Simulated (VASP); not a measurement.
A run of VASP 6.6.1 is set up as follows.

INCAR

```
PREC = Accurate
ENCUT = 900
EDIFF = 1E-7
ISMEAR = 0
SIGMA = 0.02
LREAL = False
LASPH = True
NELM = 60
ALGO = Fast
ISIF = 4
LWAVE = False
LCHARG = False
GGA = PE
IBRION = 2
NSW = 80
EDIFFG = -0.002
```

File KPOINTS:

```
Automatic mesh
0
Gamma
  12 12 6
```

The input POSCAR:

```
AlN                                     
1.0
    3.0309014989     -0.0000000000     -0.0000000000
   -1.5154507495      2.6248376925      0.0000000000
    0.0000000000      0.0000000000      4.8591147169
  Al              N             
     2     2
Direct
     0.3333333300000021    0.6666666699999979    0.9992341336011743
     0.6666666699999979    0.3333333300000021    0.4992341336011744
     0.3333333300000021    0.6666666699999979    0.3807658663988282
     0.6666666699999979    0.3333333300000021    0.8807658663988283
```

Potentials or basis: VASP PAW PBE potentials, release 64 (Al, N_h).

Run with:

```sh
$ cat potpaw_PBE.64/Al/POTCAR potpaw_PBE.64/N_h/POTCAR > POTCAR
$ mpirun -np 1 vasp_std > vasp.out
```

Q: Estimate the band gap on the k mesh.

A: 4.86 eV, direct.

Final structure:
```cif
data_structure
_symmetry_space_group_name_H-M 'P 1'
_symmetry_Int_Tables_number 1
_cell_length_a 3.0386
_cell_length_b 3.0386
_cell_length_c 4.8345
_cell_angle_alpha 90.000
_cell_angle_beta 90.000
_cell_angle_gamma 120.000
_cell_volume 38.66
loop_
_atom_site_label
_atom_site_type_symbol
_atom_site_fract_x
_atom_site_fract_y
_atom_site_fract_z
_atom_site_occupancy
Al1 Al 0.33333 0.66667 0.99811 1
Al2 Al 0.66667 0.33333 0.49811 1
N1 N 0.33333 0.66667 0.38189 1
N2 N 0.66667 0.33333 0.88189 1
```

 A k mesh can miss the band edges.
